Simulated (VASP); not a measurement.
Input:

```
Ti
1.0
    0.00000     2.05329     2.05329
    2.05329     0.00000     2.05329
    2.05329     2.05329     0.00000
Ti
1
Direct
  0.00000   0.00000   0.00000
```

Calculation: SCAN meta-GGA, VASP's PBE PAW potentials (set 64) (plane waves; VASP). Settings: 400 eV cut-off, 17×17×17 Γ-centred mesh, tetrahedra with Blöchl corrections, potentials Ti_sv.

Task: Give the energies of bands 5 to 9 at the high-symmetry points, in eV from the Fermi level.

Result: 
```
band      Γ      X      U      L      W
----  -----  -----  -----  -----  -----
5     -6.38  -2.62  -1.73  -2.70  -1.53
6      0.95  -1.78  -1.28   0.50  -0.41
7      0.95   2.82   0.67   0.91  -0.41
8      0.95   3.93   2.88   0.91   2.40
9      2.80   4.10   3.66   3.86   4.10
```

It has no gap at this level: it comes out as a metal or semimetal.

The structure comes from a measured Ti entry (Fm-3m) of the Crystallography Open Database, whose conditions weren't checked. It was relaxed first.
